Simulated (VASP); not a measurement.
Write the native input for VASP 6.6.1 that does the following.

```yaml
Task: single point
Functional: PBEsol
Potentials_or_basis: VASP PAW PBE potentials, release 64 (Be, N, H)
Cutoff: 520 eV
k_mesh: 6 × 6 × 1
Occupations: fermi-dirac, width 0.05 eV
Spin: no spin polarisation
Dipole_correction: no
Further_INCAR_settings: LREAL = Auto; ALGO = Fast; EDIFF = 1e-07; NBANDS = 30
```

The structure of Be12H3N lies in POSCAR:

```
Be12H3N
1.0
    4.5800000000      0.0000000000      0.0000000000
    2.2900000000      3.9663960000      0.0000000000
    0.0000000000      0.0000000000     14.5884300000
Be N H
12 1 3
Direct
    0.0000000000      0.0000000000      0.0685474722
    0.5000000000      0.0000000000      0.0685474722
    0.0000000000      0.5000000000      0.0685474722
    0.5000000000      0.5000000000      0.0685474722
   -0.1675668002      0.3347156966      0.1966335651
    0.3319571528      0.3358656070      0.1884828594
   -0.1668481486      0.8295399652      0.1911632026
    0.3373166113      0.8294353363      0.1913709015
    0.0071607764     -0.0141682777      0.3109597811
    0.4934213714      0.0129843314      0.3098463646
    0.0030169663      0.5013992551      0.3190350161
    0.4954091223      0.5017184366      0.3196910154
    0.7539319047      0.5090510378      0.4603632468
    0.5492166007      0.7248794624      0.4846008789
    0.7550280028      0.2996011997      0.4859594213
    0.9713048874      0.5052203562      0.4802993879
```

The cell was built by a generator and needn't be a form met in nature.

One way to write it, as run:

INCAR

```
PREC = Accurate
ENCUT = 520
EDIFF = 1E-7
ISMEAR = -1
SIGMA = 0.05
LREAL = Auto
LASPH = T
NELM = 60
ALGO = Fast
ISIF = 2
LWAVE = F
LCHARG = T
GGA = PS
LELF = T
LVHAR = T
NBANDS = 30
```

KPOINTS

```
Automatic mesh
0
Gamma
  6 6 1
```

Potentials or basis: VASP PAW PBE potentials, release 64 (Be, N, H).

Launch:

```bash
$ cat potpaw_PBE.64/Be/POTCAR potpaw_PBE.64/N/POTCAR potpaw_PBE.64/H/POTCAR > POTCAR
$ mpirun -np 1 vasp_std > vasp.out
```

It gave:

- Largest force: 0.280 eV/Å
- Band gap on the k mesh: none (metal or under the smearing width)

Caveat: the PAW data sets were made with another functional, which shifts forces and pressure a little.

Run time: 3 min on 1 thread of Intel(R) Xeon(R) 6975P-C (Granite Rapids), on a shared host, peak memory 0.4 GiB.
